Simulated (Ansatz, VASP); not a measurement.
# TiTe2: VASP beside Ansatz, part 2 of 2

Wanted: the spread between two codes on one cell, functional and k mesh. The cell is taken from a series of runs on this material, whose earlier steps may have relaxed, scaled, displaced or heated it; both programs get it as it stands.

VASP 6.6.1 and Ansatz 0.2.0.

So far: Starting point; Ansatz: zone-centre phonons, LDA.

## 3. VASP: zone-centre phonons, LDA

Level of this step: LDA, no spin polarisation; plane waves and PAW (Ti_sv, Te) (VASP).

The same cell, functional (in two slightly different forms), mesh and smearing now go to VASP, with its own data sets.

Lines of VASP's logs that name or quote its potential files are left out, and so is its time.

The input, INCAR:

```
SYSTEM = TiTe2
PREC = Accurate
ENCUT = 500
EDIFF = 1E-08
NELM = 120
ISMEAR = 1
SIGMA = 0.2
LREAL = .FALSE.
ALGO = Normal
GGA = CA
NBANDS = 18
LASPH = .TRUE.
LORBIT = 11
LWAVE = .FALSE.
LCHARG = .FALSE.
ISIF = 2
IBRION = 8
GGA_COMPAT = .FALSE.
KPAR = 2
```

The input, POSCAR:

```
TiTe2
1.0
    3.6656648266      0.0000000000      0.0000000000
   -1.8328324133      3.1745588616      0.0000000000
    0.0000000000      0.0000000000      6.3407608874
Ti Te
1 2
Direct
    0.0000000000      0.0000000000      0.0000000000
    0.6666666667      0.3333333333      0.2691004761
    0.3333333333      0.6666666667      0.7308995239
```

The input, KPOINTS:

```
Automatic mesh
0
Gamma
15 15 8
0 0 0
```

The projector-augmented-wave data sets are Ti_sv and Te (LDA family, release 64).

Started as:

```
> mpirun -np 2 vasp_std
```

Numbers of over 12 decimals in the logs are rounded to 6 here.

The log of the run:

```text
[banner, memory and clock lines left out]
running    2 mpi-ranks, on    1 nodes
 distrk:  each k-point on    1 cores,    2 groups
 distr:  one band on    1 cores,    1 groups

 POSCAR found type information on POSCAR TiTe
 POSCAR found :  2 types and       3 ions
 LDA part: xc-table for (Slater(with rela. corr.)+CA(PZ))
 , standard interpolation
 POSCAR, INCAR and KPOINTS ok, starting setup
 FFT: planning ... GRIDC
 FFT: planning ... GRID_SOFT
 FFT: planning ... GRID
 WAVECAR not read
 entering main loop
       N       E                     dE             d eps       ncg     rms          rms(c)
DAV:   1     0.174942830498E+03    0.17494E+03   -0.10665E+04  6912   0.121E+03
DAV:   2    -0.435813509462E+01   -0.17930E+03   -0.17555E+03  7448   0.308E+02
DAV:   3    -0.197082023015E+02   -0.15350E+02   -0.14981E+02 10646   0.843E+01
DAV:   4    -0.202489231401E+02   -0.54072E+00   -0.53795E+00  8928   0.147E+01
DAV:   5    -0.202680407179E+02   -0.19118E-01   -0.19111E-01 10304   0.270E+00    0.126E+01
DAV:   6    -0.202281021303E+02    0.39939E-01   -0.32605E+01  8208   0.378E+01    0.123E+01
DAV:   7    -0.185430192234E+02    0.16851E+01   -0.22899E+01  8830   0.301E+01    0.507E+00
DAV:   8    -0.183452975517E+02    0.19772E+00   -0.12414E+00  8012   0.806E+00    0.160E+00
DAV:   9    -0.183508692520E+02   -0.55717E-02   -0.11254E-01  9294   0.209E+00    0.119E+00
DAV:  10    -0.183442798065E+02    0.65894E-02   -0.11000E-01  8398   0.253E+00    0.625E-01
DAV:  11    -0.183431365908E+02    0.11432E-02   -0.21043E-02  8352   0.106E+00    0.325E-01
DAV:  12    -0.183427914178E+02    0.34517E-03   -0.38642E-03  8358   0.433E-01    0.158E-01
DAV:  13    -0.183427520951E+02    0.39323E-04   -0.18568E-04  8450   0.109E-01    0.303E-02
DAV:  14    -0.183427523620E+02   -0.26694E-06   -0.76832E-06  8080   0.212E-02    0.217E-02
DAV:  15    -0.183427507574E+02    0.16046E-05   -0.49864E-06  8470   0.175E-02    0.842E-03
DAV:  16    -0.183427505516E+02    0.20581E-06   -0.10070E-06  9720   0.590E-03    0.241E-03
DAV:  17    -0.183427505406E+02    0.11008E-07   -0.29267E-08  6992   0.115E-03    0.101E-03
DAV:  18    -0.183427505322E+02    0.84297E-08   -0.52361E-08  6990   0.147E-03
   1 F= -.18342751E+02 E0= -.18343176E+02  d E =0.127560E-02
 Linear response reoptimize wavefunctions to high precision
DAV:   1    -0.183427505323E+02   -0.14461E-09   -0.24882E-09  5232   0.443E-04
DAV:   2    -0.183427505324E+02   -0.42746E-10   -0.28082E-10  4142   0.148E-04
 Linear response DOF=           4
 Linear response progress:
  Degree of freedom:   1/  4
       N       E                     dE             d eps       ncg     rms          rms(c)
RMM:   1    -0.724629482542E+00   -0.72463E+00    0.13584E+01 17613   0.129E+02
RMM:   2    -0.680938847155E+00    0.43691E-01   -0.44578E-01 30222   0.525E+00    0.189E-01
RMM:   3    -0.677885585113E+00    0.30533E-02   -0.24010E-02 34509   0.114E+00    0.914E-02
RMM:   4    -0.678264051604E+00   -0.37847E-03   -0.15251E-02 41458   0.495E-01    0.368E-02
RMM:   5    -0.679562637476E+00   -0.12986E-02   -0.81932E-04 41136   0.160E-01    0.156E-02
RMM:   6    -0.680021947434E+00   -0.45931E-03   -0.22283E-04 42579   0.696E-02    0.949E-03
RMM:   7    -0.680039167951E+00   -0.17221E-04   -0.35502E-05 41619   0.326E-02    0.271E-03
RMM:   8    -0.679992301887E+00    0.46866E-04   -0.18427E-05 45964   0.164E-02    0.112E-03
RMM:   9    -0.680004524789E+00   -0.12223E-04   -0.76173E-06 46028   0.809E-03    0.338E-04
RMM:  10    -0.680008749047E+00   -0.42243E-05   -0.47197E-06 46383   0.461E-03    0.223E-04
RMM:  11    -0.680017258560E+00   -0.85095E-05   -0.31653E-06 44293   0.303E-03    0.668E-05
RMM:  12    -0.680017480192E+00   -0.22163E-06   -0.21411E-06 47225   0.206E-03    0.479E-05
RMM:  13    -0.680016267185E+00    0.12130E-05   -0.19399E-06 46472   0.155E-03    0.296E-05
RMM:  14    -0.680016068815E+00    0.19837E-06   -0.12702E-06 47002   0.123E-03    0.556E-05
RMM:  15    -0.680016145670E+00   -0.76855E-07   -0.11948E-06 46247   0.103E-03    0.589E-05
RMM:  16    -0.680016346550E+00   -0.20088E-06   -0.83328E-07 44542   0.884E-04    0.562E-05
RMM:  17    -0.680016580835E+00   -0.23428E-06   -0.91745E-07 43612   0.774E-04    0.537E-05
 first order change of Fermi-energy  -0.90931E-03
 force on displaced ion       1 direction 1 :  -5.772   0.000   0.000
 Linear response progress:
  Degree of freedom:   2/  4
       N       E                     dE             d eps       ncg     rms          rms(c)
RMM:   1    -0.722792353808E+00   -0.72279E+00    0.21581E+01  6921   0.133E+02
RMM:   2    -0.676234939889E+00    0.46557E-01   -0.42935E-01 11515   0.495E+00    0.210E-01
RMM:   3    -0.674317376913E+00    0.19176E-02   -0.28750E-02 13470   0.112E+00    0.103E-01
RMM:   4    -0.674848172811E+00   -0.53080E-03   -0.17197E-02 15685   0.479E-01    0.521E-02
RMM:   5    -0.675920604590E+00   -0.10724E-02   -0.75994E-04 15651   0.151E-01    0.236E-02
RMM:   6    -0.676345047137E+00   -0.42444E-03   -0.21221E-04 15555   0.710E-02    0.121E-02
RMM:   7    -0.676386823900E+00   -0.41777E-04   -0.52565E-05 15404   0.352E-02    0.327E-03
RMM:   8    -0.676324146293E+00    0.62678E-04   -0.28057E-05 17383   0.180E-02    0.162E-03
RMM:   9    -0.676338602133E+00   -0.14456E-04   -0.13853E-05 17612   0.869E-03    0.675E-04
RMM:  10    -0.676334996535E+00    0.36056E-05   -0.20754E-05 17795   0.527E-03    0.290E-04
RMM:  11    -0.676340335419E+00   -0.53389E-05   -0.10047E-05 16920   0.375E-03    0.153E-04
RMM:  12    -0.676343361187E+00   -0.30258E-05   -0.11930E-05 17102   0.290E-03    0.113E-04
RMM:  13    -0.676341133376E+00    0.22278E-05   -0.69083E-06 17258   0.235E-03    0.809E-05
RMM:  14    -0.676341276730E+00   -0.14335E-06   -0.63723E-06 17936   0.198E-03    0.108E-04
RMM:  15    -0.676341306992E+00   -0.30262E-07   -0.34314E-06 17869   0.172E-03    0.164E-04
RMM:  16    -0.676340999638E+00    0.30735E-06   -0.28818E-06 15778   0.155E-03    0.138E-04
RMM:  17    -0.676341148002E+00   -0.14836E-06   -0.18284E-06 16605   0.138E-03    0.136E-04
RMM:  18    -0.676341283080E+00   -0.13508E-06   -0.18370E-06 17146   0.124E-03    0.140E-04
 first order change of Fermi-energy   0.16107E-02
 force on displaced ion       1 direction 3 :  -0.000  -0.000 -11.966
 Linear response progress:
  Degree of freedom:   3/  4
       N       E                     dE             d eps       ncg     rms          rms(c)
RMM:   1    -0.438793872117E-01   -0.43879E-01    0.20462E-03 78220   0.115E+00
RMM:   2    -0.417551468161E-01    0.21242E-02   -0.34001E-03 64978   0.347E-01    0.829E-02
RMM:   3    -0.418779384465E-01   -0.12279E-03   -0.92064E-04 76188   0.147E-01    0.426E-02
RMM:   4    -0.419392214126E-01   -0.61283E-04   -0.18463E-04 81152   0.564E-02    0.329E-02
RMM:   5    -0.420299803146E-01   -0.90759E-04   -0.38770E-05 71207   0.311E-02    0.315E-03
RMM:   6    -0.420216991663E-01    0.82811E-05   -0.10541E-05 82048   0.133E-02    0.185E-03
RMM:   7    -0.420212706222E-01    0.42854E-06   -0.34374E-06 80508   0.600E-03    0.122E-03
RMM:   8    -0.420213572914E-01   -0.86669E-07   -0.93146E-07 79750   0.299E-03    0.485E-04
RMM:   9    -0.420214812677E-01   -0.12398E-06   -0.75274E-07 85227   0.145E-03    0.198E-04
RMM:  10    -0.420213479520E-01    0.13332E-06   -0.14087E-07 86804   0.724E-04    0.660E-05
RMM:  11    -0.420214085805E-01   -0.60629E-07   -0.21602E-07 85352   0.390E-04    0.262E-05
RMM:  12    -0.420213932312E-01    0.15349E-07    0.22784E-08 87014   0.230E-04    0.105E-05
RMM:  13    -0.420214128157E-01   -0.19585E-07   -0.10529E-07 85114   0.150E-04    0.338E-06
RMM:  14    -0.420214065107E-01    0.63050E-08   -0.42871E-09 87562   0.107E-04    0.140E-06
 first order change of Fermi-energy   0.55140E-04
 force on displaced ion       2 direction 1 :  -3.971   0.001   0.000
 Linear response progress:
  Degree of freedom:   4/  4
       N       E                     dE             d eps       ncg     rms          rms(c)
RMM:   1    -0.679330817640E-01   -0.67933E-01    0.29792E-02 16585   0.135E+00
RMM:   2    -0.651464964570E-01    0.27866E-02   -0.41029E-03 14385   0.376E-01    0.162E-01
RMM:   3    -0.653308089346E-01   -0.18431E-03   -0.13457E-03 13797   0.251E-01    0.124E-01
RMM:   4    -0.652298064016E-01    0.10100E-03   -0.47652E-04 13647   0.164E-01    0.647E-02
RMM:   5    -0.652519030378E-01   -0.22097E-04   -0.14336E-04 16243   0.633E-02    0.468E-02
RMM:   6    -0.652941422174E-01   -0.42239E-04   -0.32640E-05 16025   0.340E-02    0.467E-03
RMM:   7    -0.652953995472E-01   -0.12573E-05   -0.85983E-06 17596   0.152E-02    0.416E-03
RMM:   8    -0.652939409267E-01    0.14586E-05   -0.20180E-06 17421   0.645E-03    0.258E-03
RMM:   9    -0.652925369197E-01    0.14040E-05   -0.12626E-06 15518   0.373E-03    0.101E-03
RMM:  10    -0.652932602854E-01   -0.72337E-06   -0.77895E-07 17154   0.191E-03    0.387E-04
RMM:  11    -0.652932206079E-01    0.39677E-07    0.53198E-07 17220   0.927E-04    0.174E-04
RMM:  12    -0.652933274991E-01   -0.10689E-06   -0.56621E-07 17634   0.511E-04    0.695E-05
RMM:  13    -0.652932387564E-01    0.88743E-07   -0.49415E-09 16952   0.284E-04    0.450E-05
RMM:  14    -0.652932451909E-01   -0.64345E-08   -0.12949E-07 18068   0.166E-04    0.308E-05
RMM:  15    -0.652932445561E-01    0.63475E-09    0.23453E-09 17349   0.114E-04    0.993E-06
 first order change of Fermi-energy   0.32271E+00
 force on displaced ion       2 direction 3 :  -0.000  -0.000  -8.259
 Linear response finished
```

From OUTCAR (step 3):

```text
ion  position               nearest neighbor table
   1  0.000  0.000  0.000-   2 2.72   3 2.72   2 2.72   3 2.72   2 2.72   3 2.72
   2  0.667  0.333  0.269-   1 2.72   1 2.72   1 2.72   3 3.61   3 3.61   3 3.61
   3  0.333  0.667  0.731-   1 2.72   1 2.72   1 2.72   2 3.61   2 3.61   2 3.61

  LATTYP: Found a hexagonal cell.
 ALAT       =     3.6656648266
 C/A-ratio  =     1.7297710476

 Subroutine GETGRP returns: Found 12 space group operations
 (whereof 12 operations were pure point group operations)

The static configuration has the point symmetry D_3d.

 Found    192 irreducible k-points:

   k-points           NKPTS =    192   k-points in BZ     NKDIM =    192   number of bands    NBANDS=     18

   dimension x,y,z NGX =    28 NGY =   28 NGZ =   48
   dimension x,y,z NGXF=    56 NGYF=   56 NGZF=   96

   ENCUT  =  500.0 eV  36.75 Ry    6.06 a.u.   6.68  6.68 11.56*2*pi/ulx,y,z

   NELECT =      24.0000    total number of electrons

 k-points in reciprocal lattice and weights: Automatic mesh
   0.00000000  0.00000000  0.00000000       0.001
   0.06666667 -0.00000000  0.00000000       0.003
   0.13333333 -0.00000000  0.00000000       0.003
   0.20000000 -0.00000000  0.00000000       0.003
   0.26666667 -0.00000000  0.00000000       0.003
   0.33333333 -0.00000000  0.00000000       0.003
   0.40000000 -0.00000000  0.00000000       0.003
   0.46666667 -0.00000000  0.00000000       0.003
   0.06666667  0.06666667  0.00000000       0.003
[...]
0.33333333  0.26666667  0.50000000       0.007
   0.33333333  0.33333333  0.50000000       0.001

 average (electrostatic) potential at core
       1 -73.5087       2 -87.2485       3 -87.2485

  Total        0.0496013      0.0496013      0.0538054      0.0000000      0.0000000      0.0000000
  in kB        1.0770249      1.0770249      1.1683131      0.0000000      0.0000000      0.0000000
  external PRESSURE =       1.1074543 kB  Pullay stress =       0.0000000 kB

  energy-cutoff  :      500.00
  volume of cell :       73.79
      direct lattice vectors                 reciprocal lattice vectors
     3.665664827  0.000000000  0.000000000     0.272801810  0.157502199  0.000000000
    -1.832832413  3.174558862  0.000000000     0.000000000  0.315004397  0.000000000
     0.000000000  0.000000000  6.340760887     0.000000000  0.000000000  0.157709779

 POSITION                                       TOTAL-FORCE (eV/Angst)
 -----------------------------------------------------------------------------------
      0.00000      0.00000      0.00000        -0.000000     -0.000000      0.000000
      1.83283      1.05819      1.70630        -0.000000      0.000000      0.034292
     -0.00000      2.11637      4.63446         0.000000     -0.000000     -0.034292
 -----------------------------------------------------------------------------------
    total drift:                                0.000000     -0.000000     -0.000000

 Eigenvectors and eigenvalues of the dynamical matrix
 ----------------------------------------------------

   1 f  =    8.515262 THz    53.502970 2PiTHz  284.038573 cm-1    35.216279 meV
             X         Y         Z           dx          dy          dz
      0.000000  0.000000  0.000000     0.000000    0.000000   -0.917823
      1.832832  1.058186  1.706302     0.000000    0.000000    0.280713
     -0.000000  2.116373  4.634459     0.000000   -0.000000    0.280713

   2 f  =    5.912784 THz    37.151119 2PiTHz  197.229255 cm-1    24.453300 meV
             X         Y         Z           dx          dy          dz
      0.000000  0.000000  0.000000    -0.000003   -0.917996    0.000000
      1.832832  1.058186  1.706302     0.000001    0.280431    0.000000
     -0.000000  2.116373  4.634459     0.000001    0.280431    0.000000

   3 f  =    5.912784 THz    37.151119 2PiTHz  197.229255 cm-1    24.453300 meV
             X         Y         Z           dx          dy          dz
      0.000000  0.000000  0.000000    -0.917996    0.000003   -0.000000
      1.832832  1.058186  1.706302     0.280431   -0.000001   -0.000000
     -0.000000  2.116373  4.634459     0.280431   -0.000001    0.000000

   4 f  =    4.495586 THz    28.246602 2PiTHz  149.956619 cm-1    18.592243 meV
             X         Y         Z           dx          dy          dz
      0.000000  0.000000  0.000000     0.000000   -0.000000    0.000000
      1.832832  1.058186  1.706302    -0.000000   -0.000000    0.707107
     -0.000000  2.116373  4.634459     0.000000   -0.000000   -0.707107

   5 f  =    3.116524 THz    19.581699 2PiTHz  103.956055 cm-1    12.888902 meV
             X         Y         Z           dx          dy          dz
      0.000000  0.000000  0.000000    -0.000000   -0.000000   -0.000000
      1.832832  1.058186  1.706302    -0.000057    0.707107   -0.000000
     -0.000000  2.116373  4.634459     0.000057   -0.707107    0.000000

   6 f  =    3.116524 THz    19.581699 2PiTHz  103.956055 cm-1    12.888902 meV
             X         Y         Z           dx          dy          dz
      0.000000  0.000000  0.000000     0.000000   -0.000000   -0.000000
      1.832832  1.058186  1.706302     0.707107    0.000057    0.000000
     -0.000000  2.116373  4.634459    -0.707107   -0.000057    0.000000

   7 f/i=    0.004415 THz     0.027740 2PiTHz    0.147267 cm-1     0.018259 meV
             X         Y         Z           dx          dy          dz
      0.000000  0.000000  0.000000     0.000000    0.000000   -0.396989
      1.832832  1.058186  1.706302     0.000000    0.000000   -0.648999
     -0.000000  2.116373  4.634459     0.000000    0.000000   -0.648999

   8 f/i=    0.005639 THz     0.035434 2PiTHz    0.188111 cm-1     0.023323 meV
             X         Y         Z           dx          dy          dz
      0.000000  0.000000  0.000000    -0.396584   -0.002045    0.000000
      1.832832  1.058186  1.706302    -0.649113   -0.003346   -0.000000
     -0.000000  2.116373  4.634459    -0.649113   -0.003346    0.000000

   9 f/i=    0.005639 THz     0.035434 2PiTHz    0.188111 cm-1     0.023323 meV
             X         Y         Z           dx          dy          dz
      0.000000  0.000000  0.000000    -0.002045    0.396584    0.000000
      1.832832  1.058186  1.706302    -0.003346    0.649113    0.000000
     -0.000000  2.116373  4.634459    -0.003346    0.649113    0.000000

 ELASTIC MODULI CONTR FROM IONIC RELAXATION (kBar)
 Direction    XX          YY          ZZ          XY          YZ          ZX
 --------------------------------------------------------------------------------
 XX        -230.1000   -147.1698   -353.1679     -0.0000   -138.6009     -0.0000
 YY        -147.1698   -230.1000   -353.1679     -0.0000    138.6009     -0.0000
 ZZ        -353.1679   -353.1679   -661.2114     -0.0000      0.0000     -0.0000
 XY          -0.0000     -0.0000     -0.0000    -41.4651      0.0000   -114.8719
 YZ        -138.6009    138.6009      0.0000      0.0000   -463.2861      0.0000
 ZX          -0.0000     -0.0000     -0.0000   -114.8719      0.0000   -318.2328
 --------------------------------------------------------------------------------
```

This run has no spin polarisation, so a moment on Ti, if there is one, isn't seen.

## 4. Side by side

Known differences besides the potentials themselves: the two LDA forms differ slightly; the data sets hold 44 valence electrons in Ansatz (on its PAW soft_1 files) and 24 in VASP; the cutoff is 420 eV in Ansatz and 500 eV in VASP; VASP's log shows a relativistic correction to its local exchange, Ansatz's none. Total energies have different zeros and are not compared.

Both answers:

| quantity | Ansatz | VASP | difference |
| --- | --- | --- | --- |
| optical mode 1 to 2 (cm⁻¹) | 103.8 | 104.0 | -0.20 % |
| optical mode 3 (cm⁻¹) | 149.8 | 150.0 | -0.07 % |
| optical mode 4 to 5 (cm⁻¹) | 195.4 | 197.2 | -0.95 % |
| optical mode 6 (cm⁻¹) | 283.0 | 284.0 | -0.38 % |

Modes are paired by rising frequency, not by their patterns, so a pair may set unlike modes beside each other; they are those without the splitting of longitudinal modes.

## 5. Results

```
r.m.s. difference of the optical zone-centre modes, each program's sorted by frequency (zone-centre phonons, LDA) : 1.2 cm⁻¹
difference in optical mode 4 to 5 (zone-centre phonons, LDA)                                                      : -0.9 %
```

What this shows: The r.m.s. difference of the optical zone-centre modes, each program's sorted by frequency is 1.2 cm⁻¹ (zone-centre phonons, LDA). The data sets hold unlike numbers of valence electrons (44 in Ansatz and 24 in VASP), so part of the differences comes from the potentials. Among the rows given in per cent, the largest difference of the zone-centre phonons, LDA pair is in optical mode 4 to 5, -0.9 %. How closely two codes agree says nothing of how well the functional describes the real material.

[Lines on the potential files, build, host, timing and source positions are cut from VASP's logs without a mark.]

[Logs are printed without paths, hosts, clocks, repeated set-up lines and the standing remarks that a program may print on its own settings, such as how far it seeks lower states.]

[Hosts, paths, dates, database ids (printed as entryN), source tags and the programs' standing remarks are cut or masked in the printed files.]
